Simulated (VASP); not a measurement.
OSZICAR of a VASP run on SnSe2 (1T layered):

### OSZICAR
```
       N       E                     dE             d eps       ncg     rms          rms(c)
DAV:   1     0.174467610188E+03    0.17447E+03   -0.10895E+04  1198   0.146E+03
DAV:   2     0.464916634746E+01   -0.16982E+03   -0.16720E+03  1311   0.345E+02
DAV:   3    -0.127539755362E+02   -0.17403E+02   -0.17189E+02  1517   0.111E+02
DAV:   4    -0.132364394411E+02   -0.48246E+00   -0.48185E+00  1440   0.199E+01
DAV:   5    -0.132474601866E+02   -0.11021E-01   -0.11018E-01  1863   0.296E+00    0.492E+00
DAV:   6    -0.130080511423E+02    0.23941E+00   -0.55828E-01  1765   0.882E+00    0.313E+00
DAV:   7    -0.129818960332E+02    0.26155E-01   -0.14452E-01  1506   0.296E+00    0.887E-01
DAV:   8    -0.129799537448E+02    0.19423E-02   -0.11208E-02  1434   0.110E+00    0.244E-01
DAV:   9    -0.129799864510E+02   -0.32706E-04   -0.10886E-03  1414   0.263E-01    0.703E-02
DAV:  10    -0.129799890826E+02   -0.26316E-05   -0.96858E-05  1624   0.685E-02    0.266E-02
DAV:  11    -0.129800017075E+02   -0.12625E-04   -0.25506E-05  1343   0.306E-02    0.634E-03
DAV:  12    -0.129800017828E+02   -0.75381E-07   -0.11421E-06  1645   0.953E-03    0.483E-03
DAV:  13    -0.129800020949E+02   -0.31202E-06   -0.89367E-07  1289   0.541E-03    0.117E-03
DAV:  14    -0.129800021149E+02   -0.20030E-07   -0.46344E-08  1107   0.157E-03
   1 F= -.12980002E+02 E0= -.12980002E+02  d E =0.000000E+00
```

Task: Which electronic solver shows in the log?

Result: It is blocked Davidson (ALGO = Normal, or the opening steps of other solvers). The INCAR had ALGO = Normal.

Task: Can the final energy be trusted as converged?

Result: The run converged. It stopped with EDIFF = 1E-7, NELM = 100 (PBEsol GGA, plane waves, VASP's PBE PAW potentials (set 64)). Without a dispersion term in the relaxation, distances and binding between the weakly bound layers, chains or molecules are unreliable, and so is what depends on them.

The compound is SnSe2 in the 1T layered structure. It was relaxed first.
